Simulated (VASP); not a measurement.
# SiC (space group P6_3mc): computed properties

The numbers are results of SCAN meta-GGA, VASP's PBE PAW potentials (set 64) (plane waves; VASP), not measurements.

```json
{
  "space_group": "P6_3mc (186)",
  "cell": "a = 3.0715 Å, b = 3.0715 Å, c = 5.0433 Å, α = 90.00°, β = 90.00°, γ = 120.00°",
  "volume_per_atom": "10.30 Å³/atom",
  "band gap (over mesh and band path)": "2.64 eV",
  "smallest direct gap (over mesh and band path)": "4.49 eV",
  "band_edge_character": "indirect, Γ to K",
  "density": "3.23 g/cm³",
  "mean ε∞ (independent particles)": "6.58"
}
```

```
CSi
1.0
    3.07149     0.00000     0.00000
   -1.53575     2.65999     0.00000
    0.00000     0.00000     5.04331
Si C
2 2
Direct
  0.66667   0.33333   0.99964
  0.33333   0.66667   0.49964
  0.66667   0.33333   0.37536
  0.33333   0.66667   0.87536
```

The structure comes from a measured SiC entry (P6_3mc) of the Crystallography Open Database, whose conditions weren't checked. It was relaxed first. Symmetry was kept, so distortions that lower it aren't found.
